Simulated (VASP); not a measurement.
# A VASP study of TiB2 (PBEsol): structure first, properties next, part 4 of 5

Wanted: the relaxed cell of TiB2 and its properties. The start is a cell from a database of measured crystal structures.

VASP 6.6.1; PBEsol; plane waves and PAW (Ti_sv, B).

So far. Step 5 (Bands along the symmetry lines (PBEsol)): Of the bands kept, 2 cross the Fermi level on this path. Step 6 (Density of states (PBEsol)): The finer mesh and the other smearing move the Fermi level by +0.17 eV from the 10×10×8 run, one measure of the sampling error in the zero of the bands above. Of the states within 0.3 eV of the Fermi level, the largest shares in the PAW spheres are Ti d 68 % and B p 10 %. The relaxed cell has a = 3.017, c = 3.191 Å (conventional setting).

## Step 7: Vibrations at Γ (PBEsol)

Zone-centre modes test whether the atoms sit at a minimum within this cell. IBRION = 8 takes the force constants from linear response, which needs tightly converged orbitals.

File INCAR:

```
SYSTEM = TiB2
PREC = Accurate
ENCUT = 420
EDIFF = 1E-08
NELM = 100
ISMEAR = 1
SIGMA = 0.2
LREAL = .FALSE.
ALGO = Normal
GGA = PS
NBANDS = 15
LASPH = .TRUE.
LORBIT = 11
LWAVE = .FALSE.
LCHARG = .FALSE.
KPAR = 2
IBRION = 8
ISIF = 2
```

File POSCAR:

```
TiB2
1.0
    3.0166664090      0.0000000000      0.0000000000
   -1.5083332045      2.6125097449      0.0000000000
    0.0000000000      0.0000000000      3.1914937477
Ti B
1 2
Direct
    0.0000000000      0.0000000000      0.0000000000
    0.3333333333      0.6666666667      0.5000000000
    0.6666666667      0.3333333333      0.5000000000
```

File KPOINTS:

```
Automatic mesh
0
Gamma
15 15 12
0 0 0
```

PAW data sets: Ti_sv and B (PBE family, release 64).

Launch:

```bash
> mpirun -np 2 vasp_std
```

The log of the run:

```text
[... set-up lines as in an earlier step ...]
 entering main loop
       N       E                     dE             d eps       ncg     rms          rms(c)
DAV:   1     0.106305565404E+03    0.10631E+03   -0.80187E+03  5705   0.120E+03
DAV:   2    -0.243641753408E+02   -0.13067E+03   -0.12652E+03  6020   0.326E+02
DAV:   3    -0.306814001351E+02   -0.63172E+01   -0.62396E+01  7907   0.721E+01
DAV:   4    -0.308464161548E+02   -0.16502E+00   -0.16491E+00  6995   0.105E+01
DAV:   5    -0.308512424254E+02   -0.48263E-02   -0.48261E-02  8173   0.150E+00    0.175E+01
DAV:   6    -0.257771754914E+02    0.50741E+01   -0.20739E+01  7883   0.521E+01    0.388E+00
DAV:   7    -0.257878999865E+02   -0.10724E-01   -0.11363E+00  6104   0.121E+01    0.354E+00
DAV:   8    -0.257897782355E+02   -0.18782E-02   -0.84391E-02  9246   0.248E+00    0.697E-01
DAV:   9    -0.257878389198E+02    0.19393E-02   -0.30068E-02  7036   0.233E+00    0.208E-01
DAV:  10    -0.257875589898E+02    0.27993E-03   -0.31430E-03  7082   0.725E-01    0.973E-02
DAV:  11    -0.257875090175E+02    0.49972E-04   -0.17284E-04  7810   0.138E-01    0.568E-02
DAV:  12    -0.257874900048E+02    0.19013E-04   -0.71708E-05  6818   0.106E-01    0.144E-02
DAV:  13    -0.257874900261E+02   -0.21315E-07   -0.43995E-06  7090   0.185E-02    0.258E-03
DAV:  14    -0.257874899182E+02    0.10795E-06   -0.64717E-07  8298   0.853E-03    0.642E-04
DAV:  15    -0.257874899319E+02   -0.13732E-07   -0.27468E-08  5428   0.219E-03    0.444E-04
DAV:  16    -0.257874899513E+02   -0.19404E-07   -0.32149E-09  3269   0.580E-04    0.887E-05
DAV:  17    -0.257874899523E+02   -0.10245E-08   -0.35757E-10  3129   0.233E-04
   1 F= -.25787490E+02 E0= -.25787353E+02  d E =-.411294E-03
 Linear response reoptimize wavefunctions to high precision
DAV:   1    -0.257874899524E+02   -0.42292E-10   -0.10220E-10  3661   0.981E-05
 Linear response DOF=           4
 Linear response progress:
  Degree of freedom:   1/  4
       N       E                     dE             d eps       ncg     rms          rms(c)
RMM:   1    -0.692063360129E+00   -0.69206E+00    0.54280E+00 13634   0.134E+02
RMM:   2    -0.653464293924E+00    0.38599E-01   -0.33293E-01 22540   0.511E+00    0.184E-01
RMM:   3    -0.651633232802E+00    0.18311E-02   -0.22824E-02 26583   0.124E+00    0.811E-02
RMM:   4    -0.651378848306E+00    0.25438E-03   -0.12883E-02 29557   0.563E-01    0.181E-02
RMM:   5    -0.652195870751E+00   -0.81702E-03   -0.11538E-03 30282   0.194E-01    0.982E-03
RMM:   6    -0.652524096805E+00   -0.32823E-03   -0.28993E-04 31333   0.831E-02    0.432E-03
RMM:   7    -0.652705157626E+00   -0.18106E-03   -0.71319E-05 30674   0.377E-02    0.104E-03
RMM:   8    -0.652747014601E+00   -0.41857E-04   -0.22691E-05 32124   0.168E-02    0.230E-04
RMM:   9    -0.652753523541E+00   -0.65089E-05   -0.13611E-05 32726   0.891E-03    0.161E-04
RMM:  10    -0.652758722482E+00   -0.51989E-05   -0.82508E-06 32506   0.475E-03    0.100E-04
RMM:  11    -0.652763541793E+00   -0.48193E-05   -0.60444E-06 31530   0.303E-03    0.320E-05
RMM:  12    -0.652765519596E+00   -0.19778E-05   -0.49452E-06 32461   0.205E-03    0.182E-05
RMM:  13    -0.652765501867E+00    0.17729E-07   -0.37375E-06 33784   0.147E-03    0.117E-05
RMM:  14    -0.652765754653E+00   -0.25279E-06   -0.33835E-06 33212   0.112E-03    0.174E-05
RMM:  15    -0.652764624846E+00    0.11298E-05   -0.25231E-06 30109   0.942E-04    0.572E-05
RMM:  16    -0.652765291941E+00   -0.66709E-06   -0.23628E-06 29191   0.785E-04    0.400E-05
RMM:  17    -0.652765337202E+00   -0.45261E-07   -0.17307E-06 31990   0.665E-04    0.399E-05
RMM:  18    -0.652765456244E+00   -0.11904E-06   -0.15986E-06 31957   0.576E-04    0.396E-05
RMM:  19    -0.652765427601E+00    0.28643E-07   -0.12100E-06 29685   0.508E-04    0.479E-05
RMM:  20    -0.652766208094E+00   -0.78049E-06   -0.10983E-06 28297   0.475E-04    0.263E-05
RMM:  21    -0.652766235103E+00   -0.27009E-07   -0.85875E-07 29594   0.403E-04    0.253E-05
RMM:  22    -0.652766350714E+00   -0.11561E-06   -0.76788E-07 28106   0.362E-04    0.225E-05
RMM:  23    -0.652766450095E+00   -0.99381E-07   -0.61161E-07 28127   0.328E-04    0.181E-05
RMM:  24    -0.652766456575E+00   -0.64798E-08   -0.54911E-07 28346   0.295E-04    0.152E-05
RMM:  25    -0.652766586758E+00   -0.13018E-06   -0.44005E-07 33514   0.277E-04    0.531E-06
RMM:  26    -0.652766639414E+00   -0.52656E-07   -0.39103E-07 30438   0.246E-04    0.334E-06
RMM:  27    -0.652766679994E+00   -0.40580E-07   -0.31912E-07 29404   0.216E-04    0.426E-06
RMM:  28    -0.652766701655E+00   -0.21661E-07   -0.28557E-07 30029   0.194E-04    0.385E-06
RMM:  29    -0.652766708499E+00   -0.68437E-08   -0.23554E-07 23156   0.174E-04    0.304E-06
RMM:  30    -0.652766736884E+00   -0.28385E-07   -0.21058E-07 24242   0.158E-04    0.286E-06
RMM:  31    -0.652766729446E+00    0.74383E-08   -0.17464E-07 30530   0.146E-04    0.334E-06
 first order change of Fermi-energy   0.39990E-03
 force on displaced ion       1 direction 1 : -15.178  -0.000   0.000
 Linear response progress:
  Degree of freedom:   2/  4
       N       E                     dE             d eps       ncg     rms          rms(c)
RMM:   1    -0.796254070144E+00   -0.79625E+00   -0.19481E+00  5870   0.131E+02
RMM:   2    -0.745335549934E+00    0.50919E-01   -0.31057E-01  9284   0.472E+00    0.199E-01
RMM:   3    -0.744347110463E+00    0.98844E-03   -0.23805E-02 10789   0.117E+00    0.901E-02
RMM:   4    -0.744796141591E+00   -0.44903E-03   -0.16552E-02 11758   0.575E-01    0.249E-02
RMM:   5    -0.745737081487E+00   -0.94094E-03   -0.14738E-03 12393   0.192E-01    0.194E-02
RMM:   6    -0.747079215642E+00   -0.13421E-02   -0.27653E-04 10987   0.942E-02    0.110E-02
RMM:   7    -0.746603924906E+00    0.47529E-03   -0.88250E-05 11633   0.420E-02    0.255E-03
RMM:   8    -0.746701063197E+00   -0.97138E-04   -0.33977E-05 12688   0.192E-02    0.504E-04
RMM:   9    -0.746715291909E+00   -0.14229E-04   -0.28352E-05 13170   0.961E-03    0.217E-04
RMM:  10    -0.746712013941E+00    0.32780E-05   -0.22224E-05 13386   0.539E-03    0.192E-04
RMM:  11    -0.746715774138E+00   -0.37602E-05   -0.16383E-05 12792   0.330E-03    0.116E-04
RMM:  12    -0.746720591075E+00   -0.48169E-05   -0.14127E-05 12638   0.235E-03    0.223E-05
RMM:  13    -0.746722527258E+00   -0.19362E-05   -0.11896E-05 13136   0.173E-03    0.204E-05
RMM:  14    -0.746722603016E+00   -0.75758E-07   -0.10521E-05 13626   0.133E-03    0.130E-05
RMM:  15    -0.746722685635E+00   -0.82619E-07   -0.89504E-06 13810   0.107E-03    0.154E-05
RMM:  16    -0.746721936257E+00    0.74938E-06   -0.74563E-06 12102   0.912E-04    0.327E-05
RMM:  17    -0.746722082042E+00   -0.14578E-06   -0.64031E-06 12841   0.765E-04    0.354E-05
RMM:  18    -0.746722114620E+00   -0.32578E-07   -0.53271E-06 13052   0.652E-04    0.395E-05
RMM:  19    -0.746722080759E+00    0.33861E-07   -0.48931E-06 12318   0.562E-04    0.451E-05
RMM:  20    -0.746721943704E+00    0.13705E-06   -0.42482E-06 11582   0.496E-04    0.574E-05
RMM:  21    -0.746721977478E+00   -0.33773E-07   -0.36889E-06 12734   0.420E-04    0.591E-05
RMM:  22    -0.746721994854E+00   -0.17376E-07   -0.31216E-06 11550   0.364E-04    0.610E-05
RMM:  23    -0.746721960771E+00    0.34083E-07   -0.29863E-06 11635   0.321E-04    0.643E-05
 first order change of Fermi-energy   0.21328E-02
 force on displaced ion       1 direction 3 :   0.000   0.000 -15.277
 Linear response progress:
  Degree of freedom:   3/  4
       N       E                     dE             d eps       ncg     rms          rms(c)
RMM:   1    -0.500477111320E-01   -0.50048E-01   -0.25033E-02 54735   0.140E+00
RMM:   2    -0.446965641167E-01    0.53511E-02   -0.29106E-03 45671   0.363E-01    0.166E-01
RMM:   3    -0.445258554640E-01    0.17071E-03   -0.11121E-03 46119   0.186E-01    0.821E-02
RMM:   4    -0.450882279032E-01   -0.56237E-03   -0.78381E-04 46011   0.143E-01    0.908E-03
RMM:   5    -0.450790856836E-01    0.91422E-05   -0.14291E-04 55514   0.534E-02    0.329E-03
RMM:   6    -0.451028574801E-01   -0.23772E-04   -0.31183E-05 57768   0.226E-02    0.137E-03
RMM:   7    -0.450961364875E-01    0.67210E-05   -0.57077E-06 56413   0.937E-03    0.429E-04
RMM:   8    -0.451015450897E-01   -0.54086E-05   -0.10089E-06 57653   0.450E-03    0.232E-04
RMM:   9    -0.450998436025E-01    0.17015E-05   -0.26556E-07 57646   0.220E-03    0.642E-05
RMM:  10    -0.451000801475E-01   -0.23655E-06   -0.17032E-07 58520   0.110E-03    0.167E-05
RMM:  11    -0.451001668363E-01   -0.86689E-07   -0.14536E-07 59175   0.560E-04    0.145E-05
RMM:  12    -0.451001670819E-01   -0.24560E-09   -0.48623E-08 57955   0.303E-04    0.147E-05
 first order change of Fermi-energy   0.59167E-04
 force on displaced ion       2 direction 1 : -20.055  -0.001   0.000
 Linear response progress:
  Degree of freedom:   4/  4
       N       E                     dE             d eps       ncg     rms          rms(c)
RMM:   1    -0.461062303694E-01   -0.46106E-01    0.12665E-02 17750   0.173E+00
RMM:   2    -0.443215891256E-01    0.17846E-02   -0.24325E-03 16417   0.346E-01    0.126E-01
RMM:   3    -0.442669007208E-01    0.54688E-04   -0.10400E-03 16760   0.185E-01    0.614E-02
RMM:   4    -0.446953022002E-01   -0.42840E-03   -0.54325E-04 17046   0.128E-01    0.123E-02
RMM:   5    -0.447412450628E-01   -0.45943E-04   -0.11771E-04 19239   0.536E-02    0.359E-03
RMM:   6    -0.447684366103E-01   -0.27192E-04   -0.22380E-05 20124   0.237E-02    0.141E-03
RMM:   7    -0.447565986121E-01    0.11838E-04   -0.47796E-06 19656   0.108E-02    0.535E-04
RMM:   8    -0.447588091877E-01   -0.22106E-05   -0.32506E-06 20202   0.531E-03    0.175E-04
RMM:   9    -0.447591140525E-01   -0.30486E-06   -0.23597E-06 20154   0.258E-03    0.123E-04
RMM:  10    -0.447591332690E-01   -0.19217E-07   -0.15303E-06 19697   0.135E-03    0.817E-05
RMM:  11    -0.447595198009E-01   -0.38653E-06   -0.73469E-07 20009   0.684E-04    0.376E-05
RMM:  12    -0.447594966034E-01    0.23197E-07   -0.59714E-07 20692   0.362E-04    0.104E-05
RMM:  13    -0.447594746363E-01    0.21967E-07   -0.26195E-07 20403   0.188E-04    0.953E-06
RMM:  14    -0.447594652858E-01    0.93505E-08   -0.18916E-07 19951   0.105E-04    0.139E-05
RMM:  15    -0.447594618918E-01    0.33940E-08   -0.96737E-08 20537   0.540E-05    0.967E-06
 first order change of Fermi-energy  -0.27311E-03
 force on displaced ion       2 direction 3 :   0.000  -0.000  -9.989
 Linear response finished
```

The job ended after 17 min (2 MPI ranks of AMD EPYC 7R43, shared host; peak memory 1 GiB; 34 min of CPU time).

From OUTCAR (step 7):

```text
   k-points           NKPTS =    189   k-points in BZ     NKDIM =    189   number of bands    NBANDS=     15

   NELECT =      18.0000    total number of electrons

  Total        0.0224936      0.0224936     -0.1327003      0.0000000      0.0000000     -0.0000000
  in kB        1.4328129      1.4328129     -8.4528524      0.0000000      0.0000000     -0.0000000
  external PRESSURE =      -1.8624089 kB  Pullay stress =       0.0000000 kB

 Eigenvectors and eigenvalues of the dynamical matrix
 ----------------------------------------------------

   1 f  =   27.115558 THz   170.372077 2PiTHz  904.477662 cm-1   112.140887 meV
             X         Y         Z           dx          dy          dz
      0.000000  0.000000  0.000000     0.000000   -0.000000    0.000000
     -0.000000  1.741673  1.595747     0.707107    0.000003   -0.000000
      1.508333  0.870837  1.595747    -0.707107   -0.000003    0.000000

   2 f  =   27.115558 THz   170.372077 2PiTHz  904.477662 cm-1   112.140887 meV
             X         Y         Z           dx          dy          dz
      0.000000  0.000000  0.000000     0.000000   -0.000000    0.000000
     -0.000000  1.741673  1.595747     0.000003   -0.707107    0.000000
      1.508333  0.870837  1.595747    -0.000003    0.707107   -0.000000

   3 f  =   16.713785 THz   105.015806 2PiTHz  557.511847 cm-1    69.122628 meV
             X         Y         Z           dx          dy          dz
      0.000000  0.000000  0.000000     0.000000    0.000000   -0.000000
     -0.000000  1.741673  1.595747    -0.000000   -0.000000   -0.707107
      1.508333  0.870837  1.595747    -0.000000   -0.000000    0.707107

   4 f  =   15.820019 THz    99.400111 2PiTHz  527.699032 cm-1    65.426312 meV
             X         Y         Z           dx          dy          dz
      0.000000  0.000000  0.000000     0.000000   -0.000000    0.558197
     -0.000000  1.741673  1.595747    -0.000000    0.000000   -0.586692
      1.508333  0.870837  1.595747    -0.000000    0.000000   -0.586692

   5 f  =   15.779042 THz    99.142645 2PiTHz  526.332186 cm-1    65.256845 meV
             X         Y         Z           dx          dy          dz
      0.000000  0.000000  0.000000    -0.557836   -0.000002    0.000000
     -0.000000  1.741673  1.595747     0.586864    0.000002   -0.000000
      1.508333  0.870837  1.595747     0.586864    0.000002   -0.000000

   6 f  =   15.779042 THz    99.142645 2PiTHz  526.332186 cm-1    65.256845 meV
             X         Y         Z           dx          dy          dz
      0.000000  0.000000  0.000000     0.000002   -0.557836    0.000000
     -0.000000  1.741673  1.595747    -0.000002    0.586864    0.000000
      1.508333  0.870837  1.595747    -0.000002    0.586864    0.000000

   7 f/i=    0.001392 THz     0.008745 2PiTHz    0.046425 cm-1     0.005756 meV
             X         Y         Z           dx          dy          dz
      0.000000  0.000000  0.000000    -0.827046   -0.069381    0.000000
     -0.000000  1.741673  1.595747    -0.393069   -0.032974    0.000000
      1.508333  0.870837  1.595747    -0.393069   -0.032974    0.000000

   8 f/i=    0.001392 THz     0.008745 2PiTHz    0.046425 cm-1     0.005756 meV
             X         Y         Z           dx          dy          dz
      0.000000  0.000000  0.000000     0.069381   -0.827046   -0.000000
     -0.000000  1.741673  1.595747     0.032974   -0.393069   -0.000000
      1.508333  0.870837  1.595747     0.032974   -0.393069   -0.000000

   9 f/i=    0.008288 THz     0.052076 2PiTHz    0.276462 cm-1     0.034277 meV
             X         Y         Z           dx          dy          dz
      0.000000  0.000000  0.000000     0.000000   -0.000000    0.829708
     -0.000000  1.741673  1.595747     0.000000   -0.000000    0.394705
      1.508333  0.870837  1.595747     0.000000   -0.000000    0.394705

 ELASTIC MODULI CONTR FROM IONIC RELAXATION (kBar)
 Direction    XX          YY          ZZ          XY          YZ          ZX
 --------------------------------------------------------------------------------
 XX         -58.5909     58.5909      0.0000      0.0000      0.0000      0.0000
 YY          58.5909    -58.5909     -0.0000     -0.0000      0.0000      0.0000
 ZZ           0.0000     -0.0000     -0.0000     -0.0000      0.0000      0.0000
 XY           0.0000     -0.0000     -0.0000    -58.5909      0.0000      0.0000
 YZ           0.0000      0.0000      0.0000      0.0000      0.0000      0.0000
 ZX           0.0000      0.0000      0.0000      0.0000      0.0000      0.0000
 --------------------------------------------------------------------------------

[... 8 parts as in an earlier step ...]

[... 3 further parts left out ...]
```

Energies printed during the response cycles are not total energies of the cell.

Numbers from this step:

```yaml
bands: 15
pressure_of_the_cell: -0.1862 GPa
largest_force_of_the_cell: 0 eV/Å
fermi_energy: 10.15 eV
```

The modes at Γ (shares of kinetic energy by element, %):

| mode | frequency (cm⁻¹) | symmetry | Ti % | B % |
| --- | --- | --- | --- | --- |
| 1 | -0.3 | acoustic | 69 | 31 |
| 2 | 0.0 | acoustic | 69 | 31 |
| 3 | 0.0 | acoustic | 69 | 31 |
| 4 | 526.3 | E1u | 31 | 69 |
| 5 | 526.3 | E1u | 31 | 69 |
| 6 | 527.7 | A2u | 31 | 69 |
| 7 | 557.5 | Bg | 0 | 100 |
| 8 | 904.5 | E2g | 0 | 100 |
| 9 | 904.5 | E2g | 0 | 100 |

Displacements in mode 5 (526.3 cm⁻¹), the largest set to 1:
```
Ti1 -0.45  0.00  0.00
B2   1.00  0.00  0.00
B3   1.00  0.00  0.00
```

Displacements in mode 9 (904.5 cm⁻¹), the largest set to 1:
```
Ti1  0.00  0.00  0.00
B2   1.00  0.00  0.00
B3  -1.00  0.00  0.00
```

The three acoustic modes lie within 0.3 cm⁻¹ of zero, and all others are real. By the characters of their eigenvectors the optical modes sort into (cm⁻¹) Raman active: E2g 904; infrared active: E1u 526, A2u 528; silent: Bg 558. B labels carry no number here, since it depends on the setting of the axes. With a centre of inversion no mode is active in both.

[end of part 4 of 5]

[Lines on the potential files, build, host, timing and source positions are cut from VASP's logs without a mark.]

[Logs are printed without paths, hosts, clocks, repeated set-up lines and the standing remarks that a program may print on its own settings, such as how far it seeks lower states.]

[Hosts, paths, dates, database ids (printed as entryN), source tags and the programs' standing remarks are cut or masked in the printed files.]

[A measured line is paired with the nearest computed mode of its activity, which favours agreement.]
